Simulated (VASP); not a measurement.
OSZICAR of a VASP run on C36Si35:

File OSZICAR:
```
       N       E                     dE             d eps       ncg     rms          rms(c)
DAV:   1    -0.606753275946E+03   -0.60675E+03   -0.11223E+01   356   0.790E+00    0.159E+01
DAV:   2    -0.606622586407E+03    0.13069E+00   -0.69286E-01   446   0.260E+00    0.105E+01
DAV:   3    -0.606743370227E+03   -0.12078E+00   -0.17521E+00   406   0.195E+00    0.896E+00
DAV:   4    -0.605935465614E+03    0.80790E+00   -0.62565E+00   428   0.538E+00    0.540E+00
DAV:   5    -0.606879918507E+03   -0.94445E+00   -0.71382E-01   414   0.278E+00    0.333E+00
DAV:   6    -0.606531969151E+03    0.34795E+00   -0.12365E+00   438   0.284E+00    0.176E+00
DAV:   7    -0.606933925880E+03   -0.40196E+00   -0.36302E+00   398   0.155E+00    0.647E+00
DAV:   8    -0.605822766010E+03    0.11112E+01   -0.85819E+00   430   0.597E+00    0.377E+00
DAV:   9    -0.606921867089E+03   -0.10991E+01   -0.95174E-01   398   0.311E+00    0.250E+00
DAV:  10    -0.606521170082E+03    0.40070E+00   -0.15363E+00   414   0.311E+00    0.111E+00
DAV:  11    -0.606953444795E+03   -0.43227E+00   -0.40641E+00   390   0.171E+00    0.658E+00
DAV:  12    -0.605783330965E+03    0.11701E+01   -0.93281E+00   454   0.612E+00    0.381E+00
DAV:  13    -0.606931442148E+03   -0.11481E+01   -0.10603E+00   398   0.317E+00    0.256E+00
DAV:  14    -0.606523351959E+03    0.40809E+00   -0.16206E+00   438   0.319E+00    0.116E+00
DAV:  15    -0.606959453397E+03   -0.43610E+00   -0.42398E+00   390   0.176E+00    0.681E+00
DAV:  16    -0.605716161581E+03    0.12433E+01   -0.99498E+00   478   0.639E+00    0.394E+00
DAV:  17    -0.606957242540E+03   -0.12411E+01   -0.13064E+00   406   0.330E+00    0.272E+00
DAV:  18    -0.606521366887E+03    0.43588E+00   -0.18191E+00   446   0.338E+00    0.128E+00
DAV:  19    -0.606975141335E+03   -0.45377E+00   -0.44846E+00   390   0.190E+00    0.701E+00
DAV:  20    -0.605642587875E+03    0.13326E+01   -0.98983E+00   478   0.662E+00    0.399E+00
DAV:  21    -0.606983942093E+03   -0.13414E+01   -0.14688E+00   414   0.335E+00    0.284E+00
DAV:  22    -0.606516088738E+03    0.46785E+00   -0.18862E+00   446   0.348E+00    0.133E+00
DAV:  23    -0.606988152779E+03   -0.47206E+00   -0.46590E+00   390   0.198E+00    0.708E+00
DAV:  24    -0.605609268630E+03    0.13789E+01   -0.96774E+00   478   0.669E+00    0.397E+00
DAV:  25    -0.606997768326E+03   -0.13885E+01   -0.15037E+00   414   0.334E+00    0.288E+00
DAV:  26    -0.606514063782E+03    0.48370E+00   -0.18958E+00   454   0.352E+00    0.134E+00
DAV:  27    -0.606990732998E+03   -0.47667E+00   -0.46836E+00   390   0.199E+00    0.709E+00
DAV:  28    -0.605599774246E+03    0.13910E+01   -0.96211E+00   478   0.671E+00    0.395E+00
DAV:  29    -0.607002303029E+03   -0.14025E+01   -0.14909E+00   406   0.334E+00    0.290E+00
DAV:  30    -0.606512259594E+03    0.49004E+00   -0.19325E+00   454   0.357E+00    0.134E+00
DAV:  31    -0.606994283568E+03   -0.48202E+00   -0.47064E+00   390   0.200E+00    0.711E+00
DAV:  32    -0.605592444762E+03    0.14018E+01   -0.96923E+00   478   0.675E+00    0.399E+00
DAV:  33    -0.607001857509E+03   -0.14094E+01   -0.14426E+00   398   0.339E+00    0.292E+00
DAV:  34    -0.606508305814E+03    0.49355E+00   -0.19657E+00   454   0.361E+00    0.134E+00
DAV:  35    -0.607004446331E+03   -0.49614E+00   -0.47726E+00   390   0.200E+00    0.714E+00
DAV:  36    -0.605584905463E+03    0.14195E+01   -0.98181E+00   478   0.680E+00    0.402E+00
DAV:  37    -0.607001954660E+03   -0.14170E+01   -0.13974E+00   406   0.344E+00    0.294E+00
DAV:  38    -0.606504326287E+03    0.49763E+00   -0.20090E+00   462   0.365E+00    0.134E+00
DAV:  39    -0.607014518793E+03   -0.51019E+00   -0.48290E+00   392   0.198E+00    0.716E+00
DAV:  40    -0.605578427026E+03    0.14361E+01   -0.99512E+00   478   0.684E+00    0.406E+00
DAV:  41    -0.607001324734E+03   -0.14229E+01   -0.13510E+00   406   0.348E+00    0.296E+00
DAV:  42    -0.606500077812E+03    0.50125E+00   -0.20444E+00   462   0.368E+00    0.133E+00
DAV:  43    -0.607024083871E+03   -0.52401E+00   -0.48837E+00   392   0.197E+00    0.718E+00
DAV:  44    -0.605573599789E+03    0.14505E+01   -0.10076E+01   478   0.687E+00    0.410E+00
DAV:  45    -0.606999189677E+03   -0.14256E+01   -0.13039E+00   398   0.352E+00    0.297E+00
DAV:  46    -0.606496068369E+03    0.50312E+00   -0.21070E+00   462   0.372E+00    0.132E+00
DAV:  47    -0.607031143935E+03   -0.53508E+00   -0.49046E+00   390   0.195E+00    0.719E+00
DAV:  48    -0.605573486523E+03    0.14577E+01   -0.10216E+01   478   0.689E+00    0.413E+00
DAV:  49    -0.606996619663E+03   -0.14231E+01   -0.12705E+00   390   0.355E+00    0.298E+00
DAV:  50    -0.606493533990E+03    0.50309E+00   -0.21343E+00   462   0.374E+00
   1 F= -.60649353E+03 E0= -.60649052E+03  d E =-.602169E-02
```

Q: Which electronic solver shows in the log?

A: It is blocked Davidson (ALGO = Normal, or the opening steps of other solvers). The INCAR had ALGO = Normal.

Q: Can the final energy be trusted as converged?

A: Convergence was not reached. It stopped with EDIFF = 1E-5, NELM = 50 (HSE06 screened hybrid, plane waves, VASP's PBE PAW potentials (set 64)).  The supercell is sampled at Γ alone, which is coarse: total energies, pressure and levels can be off, energies of defects by several tenths of an eV.

The cell is a supercell with a defect, built from SiC (4h): vac_Si. The cell's shape comes from a PBE relaxation. The run is not spin-polarised, so no state with unpaired spins was tried.
